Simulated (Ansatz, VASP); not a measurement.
BiPb3C: VASP beside Ansatz

```xyz
5
Lattice="5.1486 0.0000 0.0000 0.0000 5.1486 0.0000 0.0000 0.0000 5.1486" Properties=species:S:1:pos:R:3 pbc="T T T"
Bi    0.0000    0.0000    0.0000
Pb    2.5743    0.0000    2.5743
Pb    0.0000    2.5743    2.5743
Pb    2.5743    2.5743    0.0000
C     2.5743    2.5743    2.5743
```

Change from the starting cell: species swapped into the YbBPd3 type (Pm-3m, No. 221).

Alike in both runs: functional PBE; k mesh 8 × 8 × 8; occupations gaussian, width 0.1 eV; no spin polarisation.

Ansatz relaxed the structure, and its values are those at the end. VASP's run is a single point on that final structure, the one shown.

```csv
,VASP,Ansatz
version,VASP 6.6.1,Ansatz 0.2.0
potentials or method,"VASP PAW PBE potentials, release 64 (Bi_d, Pb_d, C)","scalar-relativistic, plane waves, PAW"
plane-wave cutoff (eV),520,420
valence electrons in the cell,61,61
```

Ansatz gave:

| Property | Result |
| --- | --- |
| gap on the k mesh at the Fermi level (eV) | none |
| pressure (GPa) | 0.0 |

**Question.** What did VASP give for the same quantities?

**Answer.** gap on the k mesh at the Fermi level (eV): none; pressure (GPa): -0.1.

A gap of «none» marks a metal or a gap that the smearing closes. With one functional, cell and mesh, what is left measures potentials, basis and numerics.

Caveats: spin-orbit coupling is left out, which moves the levels of the heavy elements.
